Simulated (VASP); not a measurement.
Output of a VASP run:

### OUTCAR
```
 ion  position               nearest neighbor table
   1  0.333  0.667  0.250-   2 2.49   2 2.49   2 2.49   2 2.49   2 2.49   2 2.49
   2  0.667  0.333  0.750-   1 2.49   1 2.49   1 2.49   1 2.49   1 2.49   1 2.49
  LATTYP: Found a hexagonal cell.
 ALAT       =     2.4440527349
 C/A-ratio  =     1.6808570519
 Subroutine PRICEL returns:
 Original cell was already a primitive cell.
 Subroutine GETGRP returns: Found 24 space group operations
The static configuration has the point symmetry D_3d.
 The point group associated with its full space group is D_6h.
The dynamic configuration has the point symmetry D_3d.
 Subroutine INISYM returns: Found 24 space group operations
 Subroutine IBZKPT returns following result:
 Found    165 irreducible k-points:

 Following reciprocal coordinates:
            Coordinates               Weight
  0.000000  0.000000  0.000000      1.000000
  0.058824 -0.000000  0.000000      6.000000
  0.117647 -0.000000  0.000000      6.000000
  0.176471  0.000000  0.000000      6.000000
  0.235294 -0.000000  0.000000      6.000000
  0.294118  0.000000  0.000000      6.000000
  0.352941  0.000000  0.000000      6.000000
  0.411765  0.000000  0.000000      6.000000
  0.470588 -0.000000  0.000000      6.000000
  0.058824  0.058824  0.000000      6.000000
  0.117647  0.058824  0.000000     12.000000
  0.176471  0.058824  0.000000     12.000000
  0.235294  0.058824  0.000000     12.000000
  0.294118  0.058824  0.000000     12.000000
  0.352941  0.058824  0.000000     12.000000
  0.411765  0.058824  0.000000     12.000000
  0.470588  0.058824  0.000000      6.000000
  0.117647  0.117647  0.000000      6.000000
  0.176471  0.117647  0.000000     12.000000
  0.235294  0.117647  0.000000     12.000000
  0.294118  0.117647  0.000000     12.000000
  0.352941  0.117647  0.000000     12.000000
  0.411765  0.117647  0.000000     12.000000
  0.176471  0.176471  0.000000      6.000000
  0.235294  0.176471  0.000000     12.000000
  0.294118  0.176471  0.000000     12.000000
  0.352941  0.176471  0.000000     12.000000
  0.411765  0.176471  0.000000      6.000000
  0.235294  0.235294  0.000000      6.000000
  0.294118  0.235294  0.000000     12.000000
  0.352941  0.235294  0.000000     12.000000
  0.294118  0.294118  0.000000      6.000000
  0.352941  0.294118  0.000000      6.000000
  0.000000  0.000000  0.111111      2.000000
  0.058824 -0.000000  0.111111     12.000000
  0.117647 -0.000000  0.111111     12.000000
  0.176471  0.000000  0.111111     12.000000
  0.235294 -0.000000  0.111111     12.000000
  0.294118  0.000000  0.111111     12.000000
  0.352941  0.000000  0.111111     12.000000
   k-points           NKPTS =    165   k-points in BZ     NKDIM =    165   number of bands    NBANDS=     16
   number of dos      NEDOS =    301   number of ions     NIONS =      2
   total plane-waves  NPLWV =   9720
   dimension x,y,z NGX =    18 NGY =   18 NGZ =   30
   dimension x,y,z NGXF=    36 NGYF=   36 NGZF=   60
   ions per type =               2
   PREC   = accura    normal or accurate (medium, high low for compatibility)
   ISTART =      0    job   : 0-new  1-cont  2-samecut
   ICHARG =      2    charge: 1-file 2-atom 10-const
   ISPIN  =      1    spin polarized calculation?
   LNONCOLLINEAR =      F non collinear calculations
   LSORBIT =      F    spin-orbit coupling
   INIWAV =      1    electr: 0-lowe 1-rand  2-diag
   ENCUT  =  500.0 eV  36.75 Ry    6.06 a.u.   4.46  4.46  7.49*2*pi/ulx,y,z
   NELM   =    100;   NELMIN=  2; NELMDL= -5     # of ELM steps
   EDIFF  = 0.1E-05   stopping-criterion for ELM
   LREAL  =      F    real-space projection
   NLSPLINE    = F    spline interpolate recip. space projectors
   LMAXMIX     =    4 max onsite mixed and CHGCAR
   VOSKOWN=      0    Vosko Wilk Nusair interpolation
   EDIFFG = -.2E-01   stopping-criterion for IOM
   NSW    =     40    number of steps for IOM
...
```

OSZICAR:
```
       N       E                     dE             d eps       ncg     rms          rms(c)
DAV:   1     0.870262013036E+02    0.87026E+02   -0.12608E+04  5648   0.256E+03
DAV:   2    -0.143299323472E+01   -0.88459E+02   -0.87446E+02  5384   0.300E+02
DAV:   3    -0.363170477088E+01   -0.21987E+01   -0.21952E+01  6360   0.586E+01
DAV:   4    -0.363649633005E+01   -0.47916E-02   -0.47914E-02  6224   0.262E+00
DAV:   5    -0.363650195520E+01   -0.56251E-05   -0.56253E-05  6552   0.772E-02    0.956E+00
DAV:   6    -0.318218287200E+01    0.45432E+00   -0.15803E+00  5456   0.326E+01    0.595E+00
DAV:   7    -0.313384995113E+01    0.48333E-01   -0.62781E-02  6520   0.486E+00    0.266E+00
DAV:   8    -0.311851665978E+01    0.15333E-01   -0.31423E-03  8032   0.127E+00    0.593E-02
DAV:   9    -0.311848375482E+01    0.32905E-04   -0.25951E-04  7352   0.214E-01    0.243E-02
DAV:  10    -0.311848342794E+01    0.32688E-06   -0.15897E-05  6648   0.510E-02    0.365E-03
DAV:  11    -0.311848354143E+01   -0.11349E-06   -0.70332E-07  4416   0.784E-03
   1 F= 0.28504184E+01 E0= 0.28505178E+01  d E =0.285042E+01
```

File OUTCAR:
```
------------------------ aborting loop because EDIFF is reached ----------------------------------------
  FORCE on cell =-STRESS in cart. coord.  units (eV):
  Direction    XX          YY          ZZ          XY          YZ          ZX
  --------------------------------------------------------------------------------------
  Total        5.9637247      5.9637585      5.9695523      0.0000000      0.0000000      0.0000000
  in kB      449.6096819    449.6122279    450.0490326      0.0000000      0.0000000      0.0000000
  external PRESSURE =      -0.2430192 kB  Pullay stress =     450.0000000 kB
  volume of cell :       21.25
      direct lattice vectors                 reciprocal lattice vectors
     1.222023773 -2.116613255  0.000000000     0.409157343 -0.236226433  0.000000000
     1.222023773  2.116613255  0.000000000     0.409157343  0.236226433  0.000000000
     0.000000000  0.000000000  4.108103275     0.000000000  0.000000000  0.243421339
 POSITION                                       TOTAL-FORCE (eV/Angst)
 -----------------------------------------------------------------------------------
      1.22202      0.70554      1.02703        -0.000000      0.000000      0.000000
      1.22202     -0.70554      3.08108         0.000000     -0.000000      0.000000
 -----------------------------------------------------------------------------------
    total drift:                               -0.000000      0.000037      0.000005
  FREE ENERGIE OF THE ION-ELECTRON SYSTEM (eV)
  ---------------------------------------------------
  free  energy   TOTEN  =        -3.1184835414 eV

  energy  without entropy=       -3.1181853970  energy(sigma->0) =       -3.11838416
  enthalpy is  TOTEN    =         2.8504184227 eV   P V=        5.9689019641

 reached required accuracy - stopping structural energy minimisation
```
(Selected blocks of OUTCAR.)

**POSCAR**
```
Zn
1
    1.2220237725    -2.1166132548     0.0000000000
    1.2220237725     2.1166132548     0.0000000000
    0.0000000000     0.0000000000     4.1081032747
Zn
2
Direct
  0.3333330000   0.6666670000   0.2500000000
  0.6666670000   0.3333330000   0.7500000000
```

Question: Reconstruct the remaining input files.

Answer: This is not unique; one that fits is the input of the run itself, LDA (Ceperley-Alder, Perdew-Zunger), plane waves, VASP's LDA PAW potentials (set 64).

### INCAR
```
SYSTEM  =  Zn
PREC  =  Accurate; ENCUT  =  500; LREAL  =  F
LASPH  =  T
EDIFF  =  1E-6; NELM  =  100; ALGO  =  Normal
LMAXMIX  =  4
ISMEAR  =  1; SIGMA  =  0.1
IBRION  =  2; NSW  =  40; ISIF  =  3
EDIFFG  =  -0.02; PSTRESS  =  450
LWAVE  =  F; LCHARG  =  F
```

KPOINTS:
```
Automatic
0
G
 17 17 9
```

POTCAR, in this order: Zn (LDA.64 set). Program: vasp_std.

The compound is Zn in the hcp structure. It was relaxed first under an external pressure of 45 GPa.
